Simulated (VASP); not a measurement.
These are PW91 GGA, VASP's PBE PAW potentials (set 64) (plane waves; VASP 6.6.1) values and carry that method's errors.

VASP input:

File KPOINTS:
```
Automatic mesh
0
Gamma
13 13 10
0 0 0
```

File POSCAR:
```
FePt
1.0
  2.6736560787   0.0000000000   0.0000000000
  0.0000000000   2.6736560787   0.0000000000
  0.0000000000   0.0000000000   3.6929106077
Fe Pt
1 1
Cartesian
  0.0000000000   0.0000000000   0.0000000000
  1.3368280394   1.3368280394   1.8464553039
```

INCAR:
```
ALGO=Normal
EDIFF=1E-7
EDIFFG=-0.01
ENCUT=520
GGA=91
IBRION=2
ISIF=4
ISMEAR=1
ISPIN=2
LASPH=.True.
LCHARG=.False.
LMAXMIX=6
LORBIT=10
LREAL=.False.
LWAVE=.False.
MAGMOM=2.9 0.3
NELM=100
NSW=30
PREC=Accurate
SIGMA=0.1
SYSTEM=FePt
```

POTCAR, in this order: Fe Pt (PBE.64 set). Program: vasp_std.

The run wrote:

File OUTCAR:
```
 ion  position               nearest neighbor table
   1  0.000  0.000  0.000-   2 2.64   2 2.64   2 2.64   2 2.64   2 2.64   2 2.64   2 2.64   2 2.64
  LATTYP: Found a simple tetragonal cell.
 ALAT       =     2.6736560787
 C/A-ratio  =     1.3812212562
 Subroutine PRICEL returns:
 Original cell was already a primitive cell.
 Subroutine GETGRP returns: Found 16 space group operations
The static configuration has the point symmetry D_4h.
The dynamic configuration has the point symmetry D_4h.
The overall configuration has the point symmetry D_4h.
 Subroutine INISYM returns: Found 16 space group operations
 Subroutine IBZKPT returns following result:
 Found    168 irreducible k-points:

 Following reciprocal coordinates:
            Coordinates               Weight
  0.000000  0.000000  0.000000      1.000000
  0.076923  0.000000  0.000000      4.000000
  0.153846  0.000000  0.000000      4.000000
  0.230769  0.000000  0.000000      4.000000
  0.307692  0.000000  0.000000      4.000000
  0.384615  0.000000  0.000000      4.000000
  0.461538  0.000000  0.000000      4.000000
  0.076923  0.076923  0.000000      4.000000
  0.153846  0.076923  0.000000      8.000000
  0.230769  0.076923  0.000000      8.000000
  0.307692  0.076923  0.000000      8.000000
  0.384615  0.076923  0.000000      8.000000
  0.461538  0.076923  0.000000      8.000000
  0.153846  0.153846  0.000000      4.000000
  0.230769  0.153846  0.000000      8.000000
  0.307692  0.153846  0.000000      8.000000
  0.384615  0.153846  0.000000      8.000000
  0.461538  0.153846  0.000000      8.000000
  0.230769  0.230769  0.000000      4.000000
  0.307692  0.230769  0.000000      8.000000
  0.384615  0.230769  0.000000      8.000000
  0.461538  0.230769  0.000000      8.000000
  0.307692  0.307692  0.000000      4.000000
...
```

File OSZICAR:
```
       N       E                     dE             d eps       ncg     rms          rms(c)
DAV:   1     0.927264334578E+02    0.92726E+02   -0.88111E+03 10455   0.134E+03
DAV:   2    -0.126968606827E+02   -0.10542E+03   -0.94624E+02 10381   0.257E+02
DAV:   3    -0.159229796889E+02   -0.32261E+01   -0.31128E+01 12663   0.544E+01
DAV:   4    -0.159567301570E+02   -0.33750E-01   -0.33741E-01 11450   0.473E+00
DAV:   5    -0.159576331774E+02   -0.90302E-03   -0.90300E-03 13335   0.879E-01    0.176E+01
DAV:   6    -0.162020381561E+02   -0.24440E+00   -0.96507E+00 10636   0.716E+01    0.184E+01
DAV:   7    -0.148437321895E+02    0.13583E+01   -0.73655E+00 12773   0.730E+01    0.942E+00
DAV:   8    -0.146814636928E+02    0.16227E+00   -0.50711E-01 13275   0.118E+01    0.438E+00
DAV:   9    -0.146117752662E+02    0.69688E-01   -0.13956E-01 14587   0.789E+00    0.199E+00
DAV:  10    -0.146021574152E+02    0.96179E-02   -0.28602E-02 15640   0.328E+00    0.658E-01
DAV:  11    -0.146020726392E+02    0.84776E-04   -0.30860E-03 13726   0.919E-01    0.246E-01
DAV:  12    -0.146021148782E+02   -0.42239E-04   -0.13605E-04 13416   0.167E-01    0.974E-02
DAV:  13    -0.146021263860E+02   -0.11508E-04   -0.81359E-05 13612   0.120E-01    0.331E-02
DAV:  14    -0.146021238016E+02    0.25844E-05   -0.79358E-06 14256   0.575E-02    0.108E-02
DAV:  15    -0.146021239974E+02   -0.19581E-06   -0.10127E-06 14000   0.228E-02    0.326E-03
DAV:  16    -0.146021241017E+02   -0.10428E-06   -0.21938E-07  6614   0.109E-02    0.276E-03
DAV:  17    -0.146021240865E+02    0.15204E-07   -0.53327E-08  5614   0.531E-03
   1 F= -.14602124E+02 E0= -.14602432E+02  d E =-.146021E+02  mag=     3.1406
```

File OUTCAR:
```
------------------------ aborting loop because EDIFF is reached ----------------------------------------
  FORCE on cell =-STRESS in cart. coord.  units (eV):
  Direction    XX          YY          ZZ          XY          YZ          ZX
  --------------------------------------------------------------------------------------
  Total        2.4186246      2.4186246      2.4313001      0.0000000      0.0000000      0.0000000
  in kB      146.7909133    146.7909133    147.5602140      0.0000000      0.0000000      0.0000000
  external PRESSURE =     147.0473469 kB  Pullay stress =       0.0000000 kB
  volume of cell :       26.40
      direct lattice vectors                 reciprocal lattice vectors
     2.673656079  0.000000000  0.000000000     0.374019683  0.000000000  0.000000000
     0.000000000  2.673656079  0.000000000     0.000000000  0.374019683  0.000000000
     0.000000000  0.000000000  3.692910608     0.000000000  0.000000000  0.270789116
 POSITION                                       TOTAL-FORCE (eV/Angst)
 -----------------------------------------------------------------------------------
      0.00000      0.00000      0.00000         0.000000      0.000000      0.000000
      1.33683      1.33683      1.84646         0.000000      0.000000      0.000000
 -----------------------------------------------------------------------------------
    total drift:                               -0.000000      0.000000      0.000000
  FREE ENERGIE OF THE ION-ELECTRON SYSTEM (eV)
  ---------------------------------------------------
  free  energy   TOTEN  =       -14.6021240865 eV

  energy  without entropy=      -14.6030488594  energy(sigma->0) =      -14.60243234

 total charge

# of ion       s       p       d       tot
------------------------------------------
    1        0.424   0.485   6.192   7.101
    2        0.744   0.716   8.093   9.553
--------------------------------------------------
tot          1.168   1.200  14.285  16.654

 magnetization (x)

# of ion       s       p       d       tot
------------------------------------------
    1        0.001  -0.005   2.783   2.779
    2       -0.023  -0.062   0.409   0.324
--------------------------------------------------
tot         -0.021  -0.068   3.192   3.103

 reached required accuracy - stopping structural energy minimisation
```
(Selected blocks of OUTCAR.)

The compound is FePt in the L1_0 structure. This cell is one point of a volume scan, at 0.94 of the reference volume.
